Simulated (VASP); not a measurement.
These are optB88-vdW, VASP's PBE PAW potentials (set 64) (plane waves; VASP 6.6.1) values and carry that method's errors.

VASP input:

KPOINTS:
```
kpoints
0
G
  13 13 8
0 0 0
```

INCAR:
```
SYSTEM = Dy
PREC = Accurate; ENCUT = 520; LREAL = .False.
LASPH = .True.
EDIFF = 1E-7; NELM = 100; ALGO = Normal
LMAXMIX = 6
ISMEAR = -5
GGA = BO; LUSE_VDW = .True.; AGGAC = 0.0
PARAM1 = 0.1833333333; PARAM2 = 0.22
ISIF = 2
LWAVE = .False.; LCHARG = .True.; LORBIT = 11
NEDOS = 601
```

**POSCAR**
```
Dy
1
    1.7911933652    -3.1024377163     0.0000000000
    1.7911933652     3.1024377163     0.0000000000
    0.0000000000     0.0000000000     5.5468916267
Dy
2
Direct
  0.3333330000   0.6666670000   0.2500000000
  0.6666670000   0.3333330000   0.7500000000
```

POTCAR, in this order: Dy_3 (PBE.64 set). Program: vasp_std.

Output

**OSZICAR**
```
       N       E                     dE             d eps       ncg     rms          rms(c)
DAV:   1     0.573437716355E+02    0.57344E+02   -0.88326E+03  2730   0.125E+03
DAV:   2    -0.162575376551E+00   -0.57506E+02   -0.56530E+02  2740   0.319E+02
DAV:   3    -0.355304533686E+01   -0.33905E+01   -0.31748E+01  3814   0.414E+01
DAV:   4    -0.368891798247E+01   -0.13587E+00   -0.13389E+00  3612   0.891E+00
DAV:   5    -0.369356415544E+01   -0.46462E-02   -0.46499E-02  3881   0.113E+00    0.238E+01
DAV:   6    -0.371446419424E+01   -0.20900E-01   -0.17201E-02  4014   0.122E+00    0.143E+01
DAV:   7    -0.373385347119E+01   -0.19389E-01   -0.34784E-02  3828   0.178E+00    0.229E-01
DAV:   8    -0.373418968826E+01   -0.33622E-03   -0.16745E-03  3270   0.347E-01    0.863E-02
DAV:   9    -0.373430600091E+01   -0.11631E-03   -0.33054E-04  3180   0.135E-01    0.386E-02
DAV:  10    -0.373430452676E+01    0.14742E-05   -0.59960E-05  3437   0.625E-02    0.611E-02
DAV:  11    -0.373430774894E+01   -0.32222E-05   -0.17261E-05  3125   0.291E-02    0.174E-03
DAV:  12    -0.373430808796E+01   -0.33902E-06   -0.11031E-06  4089   0.938E-03    0.602E-03
DAV:  13    -0.373430809682E+01   -0.88621E-08   -0.16772E-07  2198   0.341E-03
   1 F= -.37343081E+01 E0= -.37343081E+01  d E =0.000000E+00
```

### OUTCAR
```
------------------------ aborting loop because EDIFF is reached ----------------------------------------
  FORCE on cell =-STRESS in cart. coord.  units (eV):
  Direction    XX          YY          ZZ          XY          YZ          ZX
  --------------------------------------------------------------------------------------
  Total       -0.0748046     -0.0748045      0.1014429      0.0000000     -0.0000000      0.0000000
  in kB       -1.9440769     -1.9440766      2.6363751      0.0000000     -0.0000000      0.0000000
  external PRESSURE =      -0.4172595 kB  Pullay stress =       0.0000000 kB
  volume of cell :       61.65
      direct lattice vectors                 reciprocal lattice vectors
     1.791193365 -3.102437716  0.000000000     0.279143508 -0.161163590  0.000000000
     1.791193365  3.102437716  0.000000000     0.279143508  0.161163590  0.000000000
     0.000000000  0.000000000  5.546891627     0.000000000  0.000000000  0.180281150
 POSITION                                       TOTAL-FORCE (eV/Angst)
 -----------------------------------------------------------------------------------
      1.79119      1.03415      1.38672        -0.000000     -0.000000      0.000000
      1.79119     -1.03415      4.16017         0.000000      0.000000      0.000000
 -----------------------------------------------------------------------------------
    total drift:                               -0.000003      0.000100     -0.000011
  FREE ENERGIE OF THE ION-ELECTRON SYSTEM (eV)
  ---------------------------------------------------
  free  energy   TOTEN  =        -3.7343080968 eV

  energy  without entropy=       -3.7343080968  energy(sigma->0) =       -3.73430810

 total charge

# of ion       s       p       d       tot
------------------------------------------
    1        0.447   6.386   1.151   7.984
    2        0.447   6.386   1.151   7.984
--------------------------------------------------
tot          0.894  12.771   2.302  15.968
```
(Selected blocks of OUTCAR.)

File OUTCAR:
```
 val. band max:        3.2163499770   @ k =   0.4615   0.0000   0.5000

 cond. band min:       3.1794570153   @ k =   0.3846   0.0769   0.1250


 Fermi energy:         3.1827811973

 k-point     1 :       0.0000    0.0000    0.0000
  band No.  band energies     occupation
      1     -20.5083      2.00000
      2     -19.8874      2.00000
      3     -19.8874      2.00000
      4     -19.7613      2.00000
      5     -19.7613      2.00000
      6     -19.6994      2.00000
      7      -1.9498      2.00000
      8       0.9796      2.00000
      9       4.7199      0.00000
     10       4.9338      0.00000
     11       4.9338      0.00000
     12       5.4277      0.00000
     13       5.6805      0.00000

 k-point     2 :       0.0769   -0.0000    0.0000
  band No.  band energies     occupation
      1     -20.4944      2.00000
      2     -19.9147      2.00000
      3     -19.8970      2.00000
      4     -19.7905      2.00000
      5     -19.7645      2.00000
      6     -19.7064      2.00000
      7      -1.8046      2.00000
      8       1.1183      2.00000
      9       4.5086      0.00000
     10       4.5889      0.00000
     11       5.0707      0.00000
     12       5.5129      0.00000
     13       5.6913      0.00000

 k-point     3 :       0.1538   -0.0000    0.0000
  band No.  band energies     occupation
      1     -20.4545      2.00000
      2     -19.9906      2.00000
      3     -19.9228      2.00000
      4     -19.8696      2.00000
      5     -19.7741      2.00000
      6     -19.7275      2.00000
      7      -1.3877      2.00000
      8       1.4935      2.00000
      9       3.9821      0.00000
     10       4.0361      0.00000
     11       5.1374      0.00000
     12       5.4756      0.00000
     13       5.6166      0.00000

 k-point     4 :       0.2308    0.0000    0.0000
  band No.  band energies     occupation
      1     -20.3931      2.00000
      2     -20.0979      2.00000
      3     -19.9764      2.00000
...
```

The 4f electrons are frozen in the core of the lanthanide potential, so 4f levels, which can set the real gap, and their magnetism are missing. For a metal the tetrahedron method with Blöchl corrections gives inexact stress and forces.

The compound is Dy in the hcp structure. It was relaxed first.
